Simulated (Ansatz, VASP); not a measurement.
**SnAs: VASP beside Ansatz**

Wanted: the spread between two codes on one cell, functional and k mesh. The cell is taken from a series of runs on this material, whose earlier steps may have relaxed, scaled, displaced or heated it; both programs get it as it stands.

Calculated with Ansatz 0.2.0; plane waves, with VASP 6.6.1 beside it; zone-centre phonons at PBEsol.

### 1. The structure

The structure is cubic, space group Fm-3m (No. 225). Conventional cell: a = 5.715 Å, b = 5.715 Å, c = 5.715 Å, α = 90.00°, β = 90.00°, γ = 90.00°. Nearest to Sn lie 6 As at 2.86 Å. Nearest to As lie 6 Sn at 2.86 Å. Farther neighbours are not listed.

### 2. Ansatz: zone-centre phonons, PBEsol

Ansatz runs on its default PAW (the set named soft_2) files.

Second derivatives magnify differences that forces hide, and they need a tight electronic threshold.

Contents of input.yaml:

```yaml
crystal:
  lattice:
    - [0.0, 2.8575090151, 2.8575090151]
    - [2.8575090151, 0.0, 2.8575090151]
    - [2.8575090151, 2.8575090151, 0.0]
  atoms:
    - { symbol: Sn, position: [0.0, 0.0, 0.0] }
    - { symbol: As, position: [0.5, 0.5, 0.5] }
kpoints:
  mp_grid: { grid: [6, 6, 6] }
hamiltonian:
  xc: pbesol
scf:
  occupations: { method: methfessel_paxton, width: 0.2 }
output:
  eigenvalues: true
phonons:
  method: dfpt
  qmesh: [2, 2, 2]
  temperatures: { t_max: 1000, t_step: 50 }
  qpath:
    path:
      - [[0.0, 0.0, 0.0], [0.5, 0.0, 0.5], [0.625, 0.25, 0.625]]
      - [[0.375, 0.375, 0.75], [0.0, 0.0, 0.0], [0.5, 0.5, 0.5], [0.5, 0.25, 0.75], [0.5, 0.0, 0.5]]
    npoints: 10
  electrical_resistivity:
    mesh: [8, 8, 8]
    temperatures: [20.0, 50.0, 80.0, 100.0, 150.0, 200.0, 273.0, 300.0, 400.0, 500.0, 600.0, 800.0]
  superconductivity: { mesh: [8, 8, 8], eliashberg_equations: false }
  electron_occupations: "off"
```

Run with:

```bash
$ ansatz run input.yaml --threads 4 --pin off --max-ram 10240MiB --backend cpu --events-out ev --progress --plain --runs-dir out
```

Numbers of over 12 decimals in the logs are rounded to 6 here.

What it wrote:

```text
Engine: ansatz 0.2.0, x86_64-unknown-linux-gnu
Pseudopotentials: kind: paw
Pseudopotential: Sn, paw, valence charge 14, recommended cutoff 420 eV (normal), Sn.paw.azcp
Pseudopotential: As, paw, valence charge 15, recommended cutoff 420 eV (normal), As.paw.azcp
Functional definition: PBEsol
  exchange = pbesol_x
  correlation = pbesol_c
Crystal: 2 atoms, lattice volume = 46.665 Å³
Basis set: ecut = 420 eV, 941 PW (Γ), exchange–correlation on 60×60×60 points (8 copies of the dense FFT grid, shifted against one another)
Bands: 19, of which v1, the nominal top of the filled ones, is band 15 counted from 1 (14 counted from 0)
Symmetry: 48 space group operations
k-points: 16 of 216
Non-local potential: Sn, projectors of the file, l = 0: 2, l = 1: 2, l = 2: 2, l = 3: 2
Non-local potential: As, projectors of the file, l = 0: 2, l = 1: 2, l = 2: 3, l = 3: 1
PAW form: soft (Blöchl's): semilocal exchange-correlation on the pseudo side does not see the compensation charge
PAW frozen core: Sn, regenerated for the run's functional, and the local potential with it (the file was generated under x = pbe(κ = 0.804, μ = 0.219515), c = pbe(β = 0.066725))
PAW frozen core: As, regenerated for the run's functional, and the local potential with it (the file was generated under x = pbe(κ = 0.804, μ = 0.219515), c = pbe(β = 0.066725))
PAW one-centre angular grid: Sn, 590 points (default); XC on 64 Gauss nodes
PAW one-centre angular grid: As, 590 points (default); XC on 64 Gauss nodes
Initial density: superposition of atomic densities (neutral atoms: chi_scale 0, normalization atom), corrected by the library's trained network
Initial wavefunctions: pseudopotential atomic-orbital guess
Functional: x = pbesol(κ = 0.804, μ = 0.123457), c = pbesol(β = 0.046)
SCF iter   1: F=—  HF=-10762.939597 eV  |F-HF|=—  |Δ(HF+E_count)|=         —  Δρ=3.55e-3  dr2=9.53e-3  ethr=1.77e-3  ⟨swp⟩=5.4  Hψ=1385  notcnv=0
preconditioner: auto → none  [insulator: Δε(μ)=0.145 eV  Ē_g=18.333 eV  σ=0.200 eV  W_gap=0.56  n_scr=14 (ndim 8)  ℏωp=23.7 eV  f_vac=0.000  D(μ)=0.94/eV (n_scr^D=8)  ε∞_Penn≈2.7]
SCF iter   2: F=—  HF=-10762.935424 eV  |F-HF|=—  |Δ(HF+E_count)|=   4.17e-3  S|Δr|=    0.00e0  Δρ=1.66e-3  dr2=1.97e-3  ethr=3.29e-5  ⟨swp⟩=1.9  Hψ=495  notcnv=0
SCF iter   3: F=—  HF=-10762.934887 eV  |F-HF|=—  |Δ(HF+E_count)|=   5.37e-4  S|Δr|=    0.00e0  Δρ=3.65e-4  dr2=6.77e-5  ethr=6.79e-6  ⟨swp⟩=2.8  Hψ=440  notcnv=0
SCF iter   4: F=—  HF=-10762.934862 eV  |F-HF|=—  |Δ(HF+E_count)|=   2.50e-5  S|Δr|=    0.00e0  Δρ=9.49e-5  dr2=1.66e-6  ethr=2.33e-7  ⟨swp⟩=2.1  Hψ=527  notcnv=0
SCF iter   5: F=—  HF=-10762.934864 eV  |F-HF|=—  |Δ(HF+E_count)|=   2.12e-6  S|Δr|=    0.00e0  Δρ=2.50e-5  dr2=1.03e-7  ethr=5.74e-9  ⟨swp⟩=2.4  Hψ=436  notcnv=0
SCF iter   6: F=—  HF=-10762.934864 eV  |F-HF|=—  |Δ(HF+E_count)|=   1.43e-7  S|Δr|=    0.00e0  Δρ=2.37e-6  dr2=1.06e-9  ethr=3.55e-10  ⟨swp⟩=2.3  Hψ=401  notcnv=0
SCF iter   7: F=—  HF=-10762.934864 eV  |F-HF|=—  |Δ(HF+E_count)|=  8.19e-10  S|Δr|=    0.00e0  Δρ=8.72e-7  dr2=2.54e-10  ethr=3.65e-12  ⟨swp⟩=2.0  Hψ=462  notcnv=0
SCF iter   8: F=-10762.934864 eV  HF=-10762.934864 eV  |F-HF|=3.64e-12  |Δ(HF+E_count)|=  1.64e-10  S|Δr|=    0.00e0  Δρ=1.34e-7  dr2=6.89e-12  ethr=1.00e-12  ⟨swp⟩=5.8  Hψ=1478  notcnv=0
SCF 1 converged in 8 iterations: F = -10762.934864 eV  dr2 = 6.89e-12
  greatest PAW one-centre occupation: 0.999 electrons in one spin orbital (limit 2), on the As atom at site 1 (counted from 0), in its partial waves of l = 2
phonons: the bands overlap, so this run is a metal and interpolates without the dipole-dipole term. If the crystal is really an insulator or semiconductor, its LO-TO splitting is missing
NSCF: frozen V_eff on 16 k-points
NSCF: frozen V_eff on 30 k-points
DFPT response loops at q = (0, 0, 0) (fractional): preconditioner auto → Kerker (q_TF=auto, 2.520 Å⁻¹) (partly filled bands, converged f_vac=0.000); β = 1.00, the filter's whole step (`scf.mixing.beta` (0.50) is not read by the response loops under this deck's `scf.mixing.preconditioner`; to damp them name `kerker` or `kerker_dos`, under which they read `scf.mixing.beta`, and type it under 1.00, their step now; both keys bind the ground state too); Broyden in place of MSR1
NSCF: frozen V_eff on 136 k-points
DFPT response loops at q = (0, 0, -0.5) (fractional): mixed as the last ones told, above
NSCF: frozen V_eff on 92 k-points
DFPT response loops at q = (0, -0.5, -0.5) (fractional): mixed as the last ones told, above
SCF iter   1: F=—  HF=-10762.939597 eV  |F-HF|=—  |Δ(HF+E_count)|=         —  Δρ=3.55e-3  dr2=9.53e-3  ethr=1.77e-3  ⟨swp⟩=5.4  Hψ=1385  notcnv=0
SCF iter   2: F=—  HF=-10762.935424 eV  |F-HF|=—  |Δ(HF+E_count)|=   4.17e-3  S|Δr|=    0.00e0  Δρ=1.66e-3  dr2=1.97e-3  ethr=3.29e-5  ⟨swp⟩=1.9  Hψ=495  notcnv=0
[...]
--- Phonons (Γ-DFPT): 2 representative perturbations + reference (Σ response iterations 8) ---
  ASR residual: 1.840e-4 → 0.000e0 eV/Å²; symmetrization residual: 1.566e-7 eV/Å²
  ASR residual per site (eV/Å²): 1.84e-4 5.06e-5
  Γ frequencies (cm⁻¹): 0.00 0.00 0.00 100.93 100.93 100.93
--- Phonons (arbitrary-q DFPT): 3 irreducible q on the 2×2×2 mesh ---
  q = [0.0000, 0.0000, 0.0000] (star 1, of the zone-centre solve; hermiticity 1.82e-7, symmetrization 2.29e-11): -0.00 0.00 0.00 100.93 100.93 100.93
[...]
80.00      2.2601e0              no      2.2601e0      2.2601e0      2.2601e0        2.4149e0          2.0894e0
    100.00      3.2550e0              no      3.2550e0      3.2550e0      3.2550e0        3.3714e0          2.9833e0
    150.00      5.5885e0              no      5.5885e0      5.5885e0      5.5885e0        5.6661e0          5.0910e0
    200.00      7.7967e0              no      7.7967e0      7.7967e0      7.7967e0        7.8745e0          7.0923e0
    273.00      1.0932e1              no      1.0932e1      1.0932e1      1.0932e1        1.1031e1          9.9374e0
    300.00      1.2080e1              no      1.2080e1      1.2080e1      1.2080e1        1.2189e1          1.0979e1
    400.00      1.6310e1              no      1.6310e1      1.6310e1      1.6310e1        1.6464e1          1.4821e1
    500.00      2.0548e1              no      2.0548e1      2.0548e1      2.0548e1        2.0762e1          1.8672e1
    600.00      2.4820e1              no      2.4820e1      2.4820e1      2.4820e1        2.5109e1          2.2559e1
    800.00      3.3559e1              no      3.3559e1      3.3559e1      3.3559e1        3.4069e1          3.0513e1
  mean free path at 20 K (of a tensor a third of its trace): 6783 nm by what each carries, 5567 by the Fermi surface alone
  Hall coefficient in a weak field at 20 K (a third of the trace): -1.974e-10 m³/C (as a tensor it moves by 12.2 % between the two finest meshes); by each state's relaxation time: -1.948e-10 m³/C; by a constant relaxation time: -1.761e-10 m³/C
  mean free path at 50 K (of a tensor a third of its trace): 153 nm by what each carries, 129 by the Fermi surface alone
  Hall coefficient in a weak field at 50 K (a third of the trace): -1.998e-10 m³/C (as a tensor it moves by 4.9 % between the two finest meshes); by each state's relaxation time: -1.978e-10 m³/C; by a constant relaxation time: -1.763e-10 m³/C
  mean free path at 80 K (of a tensor a third of its trace): 48.9 nm by what each carries, 44.3 by the Fermi surface alone
  Hall coefficient in a weak field at 80 K (a third of the trace): -1.852e-10 m³/C (as a tensor it moves by 6.1 % between the two finest meshes); by each state's relaxation time: -1.892e-10 m³/C; by a constant relaxation time: -1.762e-10 m³/C
  mean free path at 100 K (of a tensor a third of its trace): 33.1 nm by what each carries, 30.8 by the Fermi surface alone
  Hall coefficient in a weak field at 100 K (a third of the trace): -1.807e-10 m³/C (as a tensor it moves by 6.0 % between the two finest meshes); by each state's relaxation time: -1.864e-10 m³/C; by a constant relaxation time: -1.762e-10 m³/C
  mean free path at 150 K (of a tensor a third of its trace): 18.9 nm by what each carries, 17.9 by the Fermi surface alone
  Hall coefficient in a weak field at 150 K (a third of the trace): -1.775e-10 m³/C (as a tensor it moves by 5.7 % between the two finest meshes); by each state's relaxation time: -1.841e-10 m³/C; by a constant relaxation time: -1.762e-10 m³/C
  mean free path at 200 K (of a tensor a third of its trace): 13.5 nm by what each carries, 12.9 by the Fermi surface alone
  Hall coefficient in a weak field at 200 K (a third of the trace): -1.770e-10 m³/C (as a tensor it moves by 5.5 % between the two finest meshes); by each state's relaxation time: -1.837e-10 m³/C; by a constant relaxation time: -1.763e-10 m³/C
  mean free path at 273 K (of a tensor a third of its trace): 9.64 nm by what each carries, 9.17 by the Fermi surface alone
  Hall coefficient in a weak field at 273 K (a third of the trace): -1.771e-10 m³/C (as a tensor it moves by 5.2 % between the two finest meshes); by each state's relaxation time: -1.837e-10 m³/C; by a constant relaxation time: -1.765e-10 m³/C
  mean free path at 300 K (of a tensor a third of its trace): 8.72 nm by what each carries, 8.30 by the Fermi surface alone
  Hall coefficient in a weak field at 300 K (a third of the trace): -1.771e-10 m³/C (as a tensor it moves by 5.2 % between the two finest meshes); by each state's relaxation time: -1.838e-10 m³/C; by a constant relaxation time: -1.765e-10 m³/C
  mean free path at 400 K (of a tensor a third of its trace): 6.46 nm by what each carries, 6.14 by the Fermi surface alone
  Hall coefficient in a weak field at 400 K (a third of the trace): -1.773e-10 m³/C (as a tensor it moves by 5.2 % between the two finest meshes); by each state's relaxation time: -1.839e-10 m³/C; by a constant relaxation time: -1.767e-10 m³/C
  mean free path at 500 K (of a tensor a third of its trace): 5.13 nm by what each carries, 4.88 by the Fermi surface alone
  Hall coefficient in a weak field at 500 K (a third of the trace): -1.775e-10 m³/C (as a tensor it moves by 5.2 % between the two finest meshes); by each state's relaxation time: -1.841e-10 m³/C; by a constant relaxation time: -1.769e-10 m³/C
  mean free path at 600 K (of a tensor a third of its trace): 4.25 nm by what each carries, 4.04 by the Fermi surface alone
  Hall coefficient in a weak field at 600 K (a third of the trace): -1.777e-10 m³/C (as a tensor it moves by 5.2 % between the two finest meshes); by each state's relaxation time: -1.843e-10 m³/C; by a constant relaxation time: -1.771e-10 m³/C
  mean free path at 800 K (of a tensor a third of its trace): 3.15 nm by what each carries, 2.99 by the Fermi surface alone
  Hall coefficient in a weak field at 800 K (a third of the trace): -1.781e-10 m³/C (as a tensor it moves by 5.0 % between the two finest meshes); by each state's relaxation time: -1.847e-10 m³/C; by a constant relaxation time: -1.774e-10 m³/C
  the resistivity times a path that all electrons share, by the Fermi surface of the deck's mesh alone (a third of the trace): 1.002e-15 Ω·m²
  not converged in the mesh (λ; λ_tr; the resistivity at 20 K by 90.65 %; the resistivity at 50 K by 112.59 %; the resistivity at 80 K by 117.02 %; the resistivity at 100 K by 117.79 %; the resistivity at 150 K by 118.36 %; the resistivity at 200 K by 118.45 %; the resistivity at 273 K by 118.36 %; the resistivity at 300 K by 118.29 %; the resistivity at 400 K by 117.92 %; the resistivity at 500 K by 117.41 %; the re [...]
  vibrations of 8 cells: unjudged by the run; compare a larger repeat
  the changes of the potential over all sites missed a rigid shift's by 0.00 % (the site terms' by 0.01 %)
  between the force constants' wavevectors the phonons are obtained by Fourier interpolation alone: phonons.electron_occupations is off
[the section on superconductivity is kept apart]
```

Reading the cycles: dr2 is the Hartree energy of the density residual (eV), the measure of convergence; HF is the Harris–Foulkes estimate of the energy, which meets the free energy F at convergence.

[end of part 1 of 2]

[Lines on the potential files, build, host, timing and source positions are cut from VASP's logs without a mark.]

[Logs are printed without paths, hosts, clocks, repeated set-up lines and the standing remarks that a program may print on its own settings, such as how far it seeks lower states.]

[Hosts, paths, dates, database ids (printed as entryN), source tags and the programs' standing remarks are cut or masked in the printed files.]
